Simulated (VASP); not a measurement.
Computed with optB86b-vdW, VASP's PBE PAW potentials (set 64) (plane waves; VASP).

The input files of a VASP run:

### POSCAR
```
NiO
1
    4.1494115007     2.0708721873     2.0708721873
    2.0708721873     4.1494115007     2.0708721873
    2.0708721873     2.0708721873     4.1494115007
Ni O
2 2
Direct
  0.0000000000   0.0000000000   0.0000000000
  0.5000000000   0.5000000000   0.5000000000
  0.2500000000   0.2500000000   0.2500000000
  0.7500000000   0.7500000000   0.7500000000
```

INCAR:
```
SYSTEM = NiO
PREC = Accurate
ENCUT = 520
EDIFF = 1E-7
NELM = 100
ALGO = Normal
LREAL = .FALSE.
LASPH = .TRUE.
ISMEAR = -5
GGA = MK
PARAM1 = 0.1234
PARAM2 = 1.0
LUSE_VDW = .TRUE.
AGGAC = 0.0
LMAXMIX = 4
ISPIN = 2
MAGMOM = 1.3 -1.3 0.0 0.0
LORBIT = 11
LWAVE = .FALSE.
LCHARG = .TRUE.
NEDOS = 601
ISIF = 2
LEFG = .TRUE.
```

### KPOINTS
```
Regular mesh
0
G
  10 10 10
```

POTCAR, in this order: Ni O (PBE.64 set). Program: vasp_std.

The run wrote:

**OSZICAR**
```
       N       E                     dE             d eps       ncg     rms          rms(c)
DAV:   1     0.264550277857E+03    0.26455E+03   -0.15926E+04  9472   0.212E+03
DAV:   2     0.110806896936E+02   -0.25347E+03   -0.23735E+03  9580   0.409E+02
DAV:   3    -0.184518062611E+02   -0.29532E+02   -0.28001E+02 10664   0.157E+02
DAV:   4    -0.193970477871E+02   -0.94524E+00   -0.93938E+00 10400   0.300E+01
DAV:   5    -0.194239116817E+02   -0.26864E-01   -0.26840E-01 11032   0.475E+00    0.206E+01
DAV:   6    -0.166261691143E+02    0.27977E+01   -0.41371E+01 13848   0.107E+02    0.210E+01
DAV:   7    -0.152018418923E+02    0.14243E+01   -0.70496E+00 11852   0.799E+01    0.936E+00
DAV:   8    -0.153819560630E+02   -0.18011E+00   -0.20625E+00 10428   0.125E+01    0.608E+00
DAV:   9    -0.153065584394E+02    0.75398E-01   -0.17873E-01 14712   0.116E+01    0.164E+00
DAV:  10    -0.153218606897E+02   -0.15302E-01   -0.74383E-02 12864   0.403E+00    0.822E-01
DAV:  11    -0.153218321983E+02    0.28491E-04   -0.14172E-02 14484   0.337E+00    0.154E-01
DAV:  12    -0.153221972546E+02   -0.36506E-03   -0.33781E-03  9720   0.506E-01    0.115E-01
DAV:  13    -0.153221564923E+02    0.40762E-04   -0.40467E-04 14120   0.228E-01    0.427E-02
DAV:  14    -0.153221773824E+02   -0.20890E-04   -0.89398E-05 11552   0.191E-01    0.325E-02
DAV:  15    -0.153221708214E+02    0.65610E-05   -0.22194E-05 13288   0.754E-02    0.726E-03
DAV:  16    -0.153221688556E+02    0.19658E-05   -0.27433E-06 13844   0.244E-02    0.256E-03
DAV:  17    -0.153221679898E+02    0.86583E-06   -0.13483E-07  6200   0.700E-03    0.775E-04
DAV:  18    -0.153221684020E+02   -0.41217E-06   -0.10965E-07  4740   0.388E-03    0.573E-04
DAV:  19    -0.153221682613E+02    0.14072E-06   -0.25592E-08  4728   0.280E-03    0.251E-04
DAV:  20    -0.153221682028E+02    0.58490E-07   -0.36077E-09  4712   0.602E-04
   1 F= -.15322168E+02 E0= -.15322168E+02  d E =0.000000E+00  mag=     0.0000
```

### OUTCAR
```
------------------------ aborting loop because EDIFF is reached ----------------------------------------
  FORCE on cell =-STRESS in cart. coord.  units (eV):
  Direction    XX          YY          ZZ          XY          YZ          ZX
  --------------------------------------------------------------------------------------
  Total       -0.0038604     -0.0038604     -0.0038604     -0.0434948     -0.0434948     -0.0434948
  in kB       -0.1726667     -0.1726667     -0.1726667     -1.9454344     -1.9454344     -1.9454344
  external PRESSURE =      -0.1726667 kB  Pullay stress =       0.0000000 kB
  volume of cell :       35.82
      direct lattice vectors                 reciprocal lattice vectors
     4.149411501  2.070872187  2.070872187     0.360941542 -0.120165548 -0.120165548
     2.070872187  4.149411501  2.070872187    -0.120165548  0.360941542 -0.120165548
     2.070872187  2.070872187  4.149411501    -0.120165548 -0.120165548  0.360941542
 POSITION                                       TOTAL-FORCE (eV/Angst)
 -----------------------------------------------------------------------------------
      0.00000      0.00000      0.00000         0.000000     -0.000000      0.000000
      4.14558      4.14558      4.14558         0.000000     -0.000000     -0.000000
      2.07279      2.07279      2.07279        -0.000000     -0.000000     -0.000000
      6.21837      6.21837      6.21837         0.000000      0.000000      0.000000
 -----------------------------------------------------------------------------------
    total drift:                                0.000000     -0.000000     -0.000000
  FREE ENERGIE OF THE ION-ELECTRON SYSTEM (eV)
  ---------------------------------------------------
  free  energy   TOTEN  =       -15.3221682028 eV

  energy  without entropy=      -15.3221682028  energy(sigma->0) =      -15.32216820

 total charge

# of ion       s       p       d       tot
------------------------------------------
    1        0.335   0.414   8.296   9.045
    2        0.335   0.414   8.296   9.045
    3        1.557   3.412   0.000   4.969
    4        1.557   3.412   0.000   4.969
--------------------------------------------------
tot          3.785   7.652  16.592  28.029

 magnetization (x)

# of ion       s       p       d       tot
------------------------------------------
    1       -0.011  -0.014   1.309   1.284
    2        0.011   0.014  -1.309  -1.284
    3        0.000   0.000   0.000   0.000
    4        0.000   0.000   0.000   0.000
--------------------------------------------------
tot          0.000   0.000   0.000   0.000

 Electric field gradients after diagonalization (V/A^2)
 (convention: |V_zz| > |V_xx| > |V_yy|)
----------------------------------------------------------------------
 ion       V_xx      V_yy      V_zz     asymmetry (V_yy - V_xx)/ V_zz
----------------------------------------------------------------------
   1      -0.899    -0.899     1.799       0.000
   2      -0.899    -0.899     1.799       0.000
   3       1.904     1.904    -3.809       0.000
   4       1.904     1.904    -3.809       0.000
```
(Selected blocks of OUTCAR.)

### OUTCAR
```
 val. band max:        7.5303308563   @ k =   0.3000   0.3000   0.1000

 cond. band min:       8.3082505690   @ k =   0.5000   0.3000   0.3000


 Fermi energy:         7.5663797923

 spin component 1

 k-point     1 :       0.0000    0.0000    0.0000
  band No.  band energies     occupation
      1     -12.3176      1.00000
      2     -10.8608      1.00000
      3      -0.2137      1.00000
      4       2.4289      1.00000
      5       2.4289      1.00000
      6       5.0750      1.00000
      7       5.0750      1.00000
      8       5.1019      1.00000
      9       5.6114      1.00000
     10       5.6114      1.00000
     11       5.6960      1.00000
     12       5.9796      1.00000
     13       5.9797      1.00000
     14       6.8687      1.00000
     15       6.8687      1.00000
     16       7.1713      1.00000
     17       9.5003      0.00000
     18       9.5004      0.00000
     19       9.8442      0.00000
     20      13.7603      0.00000

 k-point     2 :       0.1000    0.0000    0.0000
  band No.  band energies     occupation
      1     -12.2097      1.00000
      2     -10.8443      1.00000
      3      -0.0352      1.00000
      4       2.3696      1.00000
      5       2.4590      1.00000
      6       4.0647      1.00000
      7       4.6428      1.00000
      8       4.6450      1.00000
      9       5.6477      1.00000
     10       5.9028      1.00000
     11       5.9380      1.00000
     12       6.1039      1.00000
     13       6.4720      1.00000
     14       6.9154      1.00000
     15       6.9551      1.00000
     16       7.1530      1.00000
     17       9.1415      0.00000
     18       9.4289      0.00000
     19      10.5040      0.00000
     20      14.3805      0.00000

 k-point     3 :       0.2000    0.0000    0.0000
  band No.  band energies     occupation
      1     -11.9140      1.00000
      2     -10.7991      1.00000
      3       0.4421      1.00000
...
```

The compound is NiO in the rock salt, AFM-II order structure. It was relaxed first.
